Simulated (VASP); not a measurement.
# Cr3Co (P6_3/mmc) in VASP: notebook

Runs on Cr3Co. Level: PBE. Tasks: single point.

Everything below comes from runs of VASP 6.6.1. Logs are shortened: lines on timing, memory, paths and dates and some standing lists are left out, and cuts for length are marked.

## (1) The structure

Symmetry: P6_3/mmc, No. 194, hexagonal system. Conventional cell: a = 5.083 Å, b = 5.083 Å, c = 4.083 Å, α = 90.00°, β = 90.00°, γ = 120.00°. Co (site symmetry -6m2) is surrounded by 12 Cr at 2.52 to 2.54 Å. Cr (site symmetry mm2) has 8 Cr at 2.50 to 2.57 Å and 4 Co at 2.52 to 2.54 Å as nearest neighbours.

The cell comes from a database or a generator and needn't be the stable form of this composition.

## (2) Single point, PBE, collinear spin, ferromagnetic start

INCAR

```
SYSTEM = Cr3Co
ALGO = Fast
EDIFF = 1E-6
ENCUT = 520
GGA = PE
ISIF = 2
ISMEAR = 0
ISPIN = 2
LASPH = .TRUE.
LCHARG = .FALSE.
LMAXMIX = 4
LORBIT = 11
LREAL = .FALSE.
LWAVE = .FALSE.
MAGMOM = 2 2 3 3 3 3 3 3
NELM = 150
PREC = Accurate
SIGMA = 0.05
```

KPOINTS

```
k-points
0
G
  6 6 7
  0 0 0
```

POSCAR

```
Cr3Co
5.0827
    1.000005460444      0.000000000000      0.000000000000
   -0.500002730222      0.866030132666      0.000000000000
    0.000000000000      0.000000000000      0.803385798886
Co Cr
2 6
Direct
    0.3333333333      0.6666666667      0.7500000000
    0.6666666667      0.3333333333      0.2500000000
    0.1647905050      0.3295810100      0.2500000000
    0.8352094950      0.6704189900      0.7500000000
    0.1647905050      0.8352094950      0.2500000000
    0.8352094950      0.1647905050      0.7500000000
    0.6704189900      0.8352094950      0.2500000000
    0.3295810100      0.1647905050      0.7500000000
```

Potentials or basis: VASP PAW PBE potentials, release 54 (Co, Cr_pv).

Run with:

```sh
$ cat potpaw_PBE.54/Co/POTCAR potpaw_PBE.54/Cr_pv/POTCAR > POTCAR
$ mpirun -np 1 vasp_std > vasp.out
```

OUTCAR:

```text
SYSTEM = Cr3Co
   EDIFF = 1E-6
   ENCUT = 520
   GGA = PE
   ISIF = 2
   ISMEAR = 0
   ISPIN = 2
   LASPH = .TRUE.
   LORBIT = 11
   LREAL = .FALSE.
   NELM = 150
   PREC = Accurate

 ion  position               nearest neighbor table
   1  0.333  0.667  0.750-   5 2.52   5 2.52   3 2.52   3 2.52   7 2.52   7 2.52   8 2.54   4 2.54
                             6 2.54   6 2.54   8 2.54   4 2.54
   2  0.667  0.333  0.250-   6 2.52   6 2.52   4 2.52   4 2.52   8 2.52   8 2.52   7 2.54   3 2.54
                             5 2.54   5 2.54   7 2.54   3 2.54
   3  0.165  0.330  0.250-   6 2.50   8 2.50   6 2.50   8 2.50   7 2.51   5 2.51   1 2.52   1 2.52
                             2 2.54   2 2.54   5 2.57   7 2.57
   4  0.835  0.670  0.750-   5 2.50   7 2.50   5 2.50   7 2.50   6 2.51   8 2.51   2 2.52   2 2.52
                             1 2.54   1 2.54   6 2.57   8 2.57
   5  0.165  0.835  0.250-   8 2.50   8 2.50   4 2.50   4 2.50   3 2.51   7 2.51   1 2.52   1 2.52
                             2 2.54   2 2.54   3 2.57   7 2.57
   6  0.835  0.165  0.750-   7 2.50   7 2.50   3 2.50   3 2.50   4 2.51   8 2.51   2 2.52   2 2.52
                             1 2.54   1 2.54   4 2.57   8 2.57
   7  0.670  0.835  0.250-   6 2.50   6 2.50   4 2.50   4 2.50   3 2.51   5 2.51   1 2.52   1 2.52
                             2 2.54   2 2.54   3 2.57   5 2.57
   8  0.330  0.165  0.750-   5 2.50   5 2.50   3 2.50   3 2.50   4 2.51   6 2.51   2 2.52   2 2.52
                             1 2.54   1 2.54   4 2.57   6 2.57

  LATTYP: Found a hexagonal cell.
 ALAT       =     5.0827277538
 C/A-ratio  =     0.8033814121

  Lattice vectors:

 A1 = (   5.0827277538,   0.0000000000,   0.0000000000)
 A2 = (  -2.5413638769,   4.4017713553,   0.0000000000)
 A3 = (   0.0000000000,   0.0000000000,   4.0833690000)

Analysis of symmetry for initial positions (statically):
=====================================================================
 Subroutine PRICEL returns:
 Original cell was already a primitive cell.

 Routine SETGRP: Setting up the symmetry group for a
 hexagonal supercell.

 Subroutine GETGRP returns: Found 24 space group operations
 (whereof 12 operations were pure point group operations)
 out of a pool of 24 trial point group operations.

The static configuration has the point symmetry D_3d.
 The point group associated with its full space group is D_6h.

Analysis of symmetry for dynamics (positions and initial velocities):
=====================================================================
 Subroutine PRICEL returns:
 Original cell was already a primitive cell.

 Routine SETGRP: Setting up the symmetry group for a
 hexagonal supercell.

 Subroutine GETGRP returns: Found 24 space group operations
 (whereof 12 operations were pure point group operations)
 out of a pool of 24 trial point group operations.

The dynamic configuration has the point symmetry D_3d.
 The point group associated with its full space group is D_6h.

Analysis of structural, dynamic, and magnetic symmetry:
=====================================================================
 Subroutine PRICEL returns:
 Original cell was already a primitive cell.

 Routine SETGRP: Setting up the symmetry group for a
 hexagonal supercell.

 Subroutine GETGRP returns: Found 24 space group operations
 (whereof 12 operations were pure point group operations)
 out of a pool of 24 trial point group operations.

The overall configuration has the point symmetry D_3d.
 The point group associated with its full space group is D_6h.

 Subroutine INISYM returns: Found 24 space group operations
 (whereof 12 operations are pure point group operations),
 and found     1 'primitive' translations

----------------------------------------------------------------------------------------

                                     Primitive cell

  volume of cell :      91.3572

  direct lattice vectors                    reciprocal lattice vectors
     5.082727754  0.000000000  0.000000000     0.196744750  0.113590634  0.000000000
    -2.541363877  4.401771355  0.000000000     0.000000000  0.227181268  0.000000000
     0.000000000  0.000000000  4.083369000     0.000000000  0.000000000  0.244895820

  length of vectors
     5.082727754  5.082727754  4.083369000     0.227181268  0.227181268  0.244895820

  position of ions in fractional coordinates (direct lattice)
     0.333333333  0.666666667  0.750000000
     0.666666667  0.333333333  0.250000000
[... 82 lines left out ...]
   ICHARG =      2    charge: 1-file 2-atom 10-const
   ISPIN  =      2    spin polarized calculation?
   LNONCOLLINEAR =      F non collinear calculations
   LSORBIT =      F    spin-orbit coupling
   LASPH  =      T    aspherical Exc in radial PAW
   ENCUT  =  520.0 eV  38.22 Ry    6.18 a.u.   9.45  9.45  7.59*2*pi/ulx,y,z
   NELM   =    150;   NELMIN=  2; NELMDL= -5     # of ELM steps
   EDIFF  = 0.1E-05   stopping-criterion for ELM
   LREAL  =      F    real-space projection
   EDIFFG = 0.1E-04   stopping-criterion for IOM
   NSW    =      0    number of steps for IOM
   IBRION =     -1    ionic relax: 0-MD 1-quasi-New 2-CG
   NFREE  =      0    steps in history (QN), initial steepest desc. (CG)
   ISIF   =      2    stress and relaxation
   ISYM   =      2    0-nonsym 1-usesym 2-fastsym
   POTIM  = 0.5000    time-step for ionic-motion
   TEBEG  =    0.0;   TEEND  =   0.0 temperature during run
   PSTRESS=    0.0 pullay stress
   NELECT =      90.0000    total number of electrons
   NUPDOWN=      -1.0000    fix difference up-down
   EMIN   =  10.00;   EMAX   =-10.00  energy-range for DOS
   EFERMI =   0.00;   METHOD = LEGACY
   ISMEAR =     0;   SIGMA  =   0.05  broadening in eV -4-tet -1-fermi 0-gaus
   EFERMI_NEDOS =   21; number of points for ismear=-14 and -15
   IALGO  =     68    algorithm
   IMIX   =      4    mixing-type and parameters
     AMIX     =   0.40;   BMIX     =  1.00
     AMIX_MAG =   1.60;   BMIX_MAG =  1.00
  volume/ion in A,a.u.               =      11.42        77.06
  Fermi-wavevector in a.u.,A,eV,Ry     =   1.628951  3.078271 36.102805  2.653481
  Thomas-Fermi vector in A             =   2.721497
   LORBIT       =     11    0 simple, 1 ext, 2 COOP (PROOUT), +10 PAW based schemes
   GGA     = PE    functional components
   LHFCALC =     F    Hartree Fock is set to
   AEXX    =    0.0000 exact exchange contribution
   IVDW    =     0    specifies the selected vdW correction
   LEPSILON=     F    determine dielectric tensor
   LRPA    =     F    only Hartree local field effects (RPA)
 spin polarized calculation
 RMM-DIIS sequential band-by-band and
 Gauss-broadening in eV      SIGMA  =   0.05
  energy-cutoff  :      520.00
  volume of cell :       91.36
 maximum number of plane-waves:      2486
 NGX is ok and might be reduce to    40
   NGX = 19   NGY = 19   NGZ = 15

 number of electron      90.0000000 magnetization      22.0000000

 number of electron      89.9999970 magnetization       0.0773038

 Free energy of the ion-electron system (eV)
  ---------------------------------------------------
  ext. energy  EPLUGINS =         0.00000000
  ---------------------------------------------------
  free energy    TOTEN  =       -69.25475546 eV

  energy without entropy =      -69.23306138  energy(sigma->0) =      -69.24390842

 E-fermi :  10.4843     XC(G=0): -13.5761

 val. band max:       10.4799695575   @ k =   0.3333   0.0000   0.1429
 cond. band min:      10.4869512085   @ k =   0.5000   0.0000   0.0000
 fundamental gap:      0.0069816510
 Fermi energy:        10.4843301577

 spin component 1

 k-point     1 :       0.0000    0.0000    0.0000
  band No.  band energies     occupation
      1     -32.7085      1.00000
      2     -32.6170      1.00000
      3     -32.5363      1.00000
      4     -32.4402      1.00000
      5     -32.4402      1.00000
      6     -32.3922      1.00000
[... 1429 lines left out ...]
     56      12.3367      0.00000
     57      12.3821      0.00000

 [... further k-points ...]

 spin component 2

 k-point     1 :       0.0000    0.0000    0.0000
  band No.  band energies     occupation
      1     -32.6996      1.00000
      2     -32.6072      1.00000
      3     -32.5274      1.00000
      4     -32.4323      1.00000
      5     -32.4323      1.00000
      6     -32.3841      1.00000
[... 1429 lines left out ...]
     56      12.3440      0.00000
     57      12.3901      0.00000

 [... further k-points ...]

 [bands above 57 left out]

------------------------ aborting loop because EDIFF is reached ----------------------------------------

  FORCE on cell =-STRESS in cart. coord.  units (eV):
  Direction    XX          YY          ZZ          XY          YZ          ZX
  --------------------------------------------------------------------------------------
  -------------------------------------------------------------------------------------
  Total       -0.8500797     -0.8500797     -0.5919827      0.0000000      0.0000000      0.0000000
  in kB      -14.9082715    -14.9082715    -10.3818957      0.0000000      0.0000000      0.0000000
  external PRESSURE =     -13.3994796 kB  Pullay stress =       0.0000000 kB

 VOLUME and BASIS-vectors are now :
 -----------------------------------------------------------------------------
  energy-cutoff  :      520.00
  volume of cell :       91.36
      direct lattice vectors                 reciprocal lattice vectors
     5.082727754  0.000000000  0.000000000     0.196744750  0.113590634  0.000000000
    -2.541363877  4.401771355  0.000000000     0.000000000  0.227181268  0.000000000
     0.000000000  0.000000000  4.083369000     0.000000000  0.000000000  0.244895820

 POSITION                                       TOTAL-FORCE (eV/Angst)
 -----------------------------------------------------------------------------------
     -0.00000      2.93451      3.06253         0.000000      0.000000      0.000000
      2.54136      1.46726      1.02084         0.000000     -0.000000      0.000000
      0.00000      1.45074      1.02084         0.000000      0.016556     -0.000000
      2.54136      2.95103      3.06253         0.000000     -0.016556      0.000000
     -1.28499      3.67640      1.02084         0.014338     -0.008278      0.000000
      3.82635      0.72537      3.06253        -0.014338      0.008278     -0.000000
      1.28499      3.67640      1.02084        -0.014338     -0.008278      0.000000
      1.25638      0.72537      3.06253         0.014338      0.008278     -0.000000
 -----------------------------------------------------------------------------------
    total drift:                               -0.000000      0.000000      0.000000

  FREE ENERGIE OF THE ION-ELECTRON SYSTEM (eV)
  ---------------------------------------------------
  free  energy   TOTEN  =       -69.2547554599 eV

  energy  without entropy=      -69.2330613824  energy(sigma->0) =      -69.24390842

 total charge

# of ion       s       p       d       tot
------------------------------------------
    1        0.540   0.570   7.322   8.432
    2        0.540   0.570   7.322   8.432
    3        0.436   6.365   4.218  11.018
    4        0.436   6.365   4.218  11.018
    5        0.436   6.365   4.218  11.018
    6        0.436   6.365   4.218  11.018
    7        0.436   6.365   4.218  11.018
    8        0.436   6.365   4.218  11.018
--------------------------------------------------
tot          3.696  39.328  39.948  82.972

 magnetization (x)

# of ion       s       p       d       tot
------------------------------------------
    1       -0.000   0.000   0.009   0.009
    2       -0.000   0.000   0.009   0.009
    3        0.000   0.000   0.008   0.009
    4        0.000   0.000   0.008   0.009
    5        0.000   0.000   0.008   0.009
    6        0.000   0.000   0.008   0.009
    7        0.000   0.000   0.008   0.009
    8        0.000   0.000   0.008   0.009
--------------------------------------------------
tot          0.000   0.003   0.067   0.071
```

Wall time 5.6 min (1 thread of Intel Xeon 6975P-C (Granite Rapids), shared host); peak memory 0.39 GiB.

Results:

```yaml
Free_energy: -69.2548 eV
Pressure: -1.3 GPa
Largest_force: 0.017 eV/Å
Band_gap_on_the_k_mesh: none (metal or under the smearing width)
Net_moment: 0.08 μB per cell
Valence_electrons_inside_the_program's_atomic_spheres: Co 8.43; Cr 11.02
```

Forces in eV/Å, atoms in the order of the input:
```
Co   0.000  0.000  0.000
Co   0.000  0.000  0.000
Cr   0.000  0.017  0.000
Cr   0.000 -0.017  0.000
Cr   0.014 -0.008  0.000
Cr  -0.014  0.008  0.000
Cr  -0.014 -0.008  0.000
Cr   0.014  0.008  0.000
```

Stress tensor (GPa, compression positive):
```
-1.49  0.00  0.00
 0.00 -1.49  0.00
 0.00  0.00 -1.04
```

Caveat: the starting moments collapsed, and a magnetic state may lie lower.

## (3) Single point, PBE, collinear spin, ferromagnetic start

run.py

```python
from ase.calculators.vasp import Vasp
from ase.dft.bandgap import bandgap
from ase.io import read

atoms = read('POSCAR')
atoms.set_initial_magnetic_moments([2.0, 2.0, 3.0, 3.0, 3.0, 3.0, 3.0, 3.0])
calc = Vasp(
    directory='calc',
    xc='pbe',
    pp='PBE',
    setups='recommended',
    pp_version='54',
    prec='Accurate',
    encut=520,
    ediff=1e-06,
    ismear=0,
    sigma=0.05,
    lreal=False,
    lasph=True,
    nelm=120,
    algo='Normal',
    isif=2,
    lwave=False,
    lcharg=False,
    ispin=2,
    lorbit=11,
    lmaxmix=4,
    kpts=[6, 6, 7],
    gamma=True,
    nbands=59,
)
atoms.calc = calc

print('energy (eV):', atoms.get_potential_energy())
print('free energy (eV):', atoms.get_potential_energy(force_consistent=True))
print('forces (eV/A):')
print(atoms.get_forces())
print('stress (eV/A^3, Voigt):', atoms.get_stress())
print('Fermi level (eV):', calc.get_fermi_level())
print('moment (muB):', atoms.get_magnetic_moment())
print('site moments (muB):', atoms.get_magnetic_moments())
gap, top, bottom = bandgap(calc)
print('band gap (eV):', gap, 'from (spin, k, band)', top, 'to', bottom)
```

Edit POSCAR of step 2 so:

```diff
@@ -1,6 +1,6 @@
 Cr3Co
-5.0827
-    1.000005460444      0.000000000000      0.000000000000
-   -0.500002730222      0.866030132666      0.000000000000
-    0.000000000000      0.000000000000      0.803385798886
+1.0
+    5.0827277538      0.0000000000      0.0000000000
+   -2.5413638769      4.4017713553      0.0000000000
+    0.0000000000      0.0000000000      4.0833690000
 Co Cr
```

Potentials or basis: VASP PAW PBE potentials, release 54 (Co, Cr_pv).

Run with:

```sh
$ python run.py
```

Run time: 6.1 min. Hardware: 1 thread of Intel Xeon 6975P-C (Granite Rapids), shared host; peak memory 0.38 GiB.

Results (log left out):

```yaml
Free_energy: -69.2548 eV
Pressure: -1.4 GPa
Largest_force: 0.016 eV/Å
Band_gap_on_the_k_mesh: none (metal or under the smearing width)
Net_moment: 0.00 μB per cell
Valence_electrons_inside_the_program's_atomic_spheres: Co 8.43; Cr 11.02
```

Forces on the atoms (eV/Å):
```
Co   0.000  0.000  0.000
Co   0.000  0.000  0.000
Cr   0.000  0.016  0.000
Cr   0.000 -0.016  0.000
Cr   0.014 -0.008  0.000
Cr  -0.014  0.008  0.000
Cr  -0.014 -0.008  0.000
Cr   0.014  0.008  0.000
```

Stress tensor (GPa, compression positive):
```
-1.51  0.00  0.00
 0.00 -1.51  0.00
 0.00  0.00 -1.07
```

Levels at points of the mesh, in eV from the Fermi level:
Spin up:
| k point | band 42 | band 43 | band 44 | band 45 | band 46 | band 47 | band 48 | band 49 |
| --- | --- | --- | --- | --- | --- | --- | --- | --- |
| (0.00, 0.00, 0.00) | -0.46 | -0.42 | -0.42 | 0.05 | 0.05 | 0.07 | 0.07 | 0.88 |
| (0.50, 0.00, 0.00) | -0.41 | -0.40 | -0.22 | -0.21 | 0.01 | 0.24 | 0.48 | 0.60 |
Spin down:
```csv
k point,band 43,band 44,band 45,band 46,band 47,band 48
"(0.00, 0.00, 0.00)",-0.42,-0.42,0.05,0.05,0.07,0.07
"(0.50, 0.00, 0.00)",-0.40,-0.22,-0.21,0.01,0.24,0.48
```

Caveat: the starting moments collapsed, and a magnetic state may lie lower.
